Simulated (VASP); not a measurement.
Data:

```xyz
4
Lattice="3.2630 0.0000 0.0000 -1.6315 2.8259 0.0000 0.0000 0.0000 5.7311" Properties=species:S:1:pos:R:3 pbc="T T T"
Cd     0.0000     0.0000     0.0000
Cd     0.0000     0.0000     2.8656
O      0.0000     1.8839     1.4328
O      1.6315     0.9420     4.2983
```

These are PBEsol GGA, VASP's PBE PAW potentials (set 64) (plane waves; VASP 6.6.1) values and carry that method's errors. Run with 620 eV cut-off, 11×11×6 Γ-centred mesh, first-order Methfessel-Paxton smearing of 0.10 eV, potentials Cd O.

Problem. What does the run give for the energy per atom (σ→0), band gap (on the k-mesh) with the smallest direct gap where there is one?

Solution. 
```yaml
band gap (on the k-mesh): none (metal, semimetal or under 0.01 eV)
energy per atom (σ→0): -4.160 eV/atom
```

Total energies compare only between runs with the same potentials, cut-off and functional.

The structure was generated: CdO was put into the NiAs type type (P6_3/mmc), which need not be its known phase. It was relaxed first, which changed the volume by +17 %.
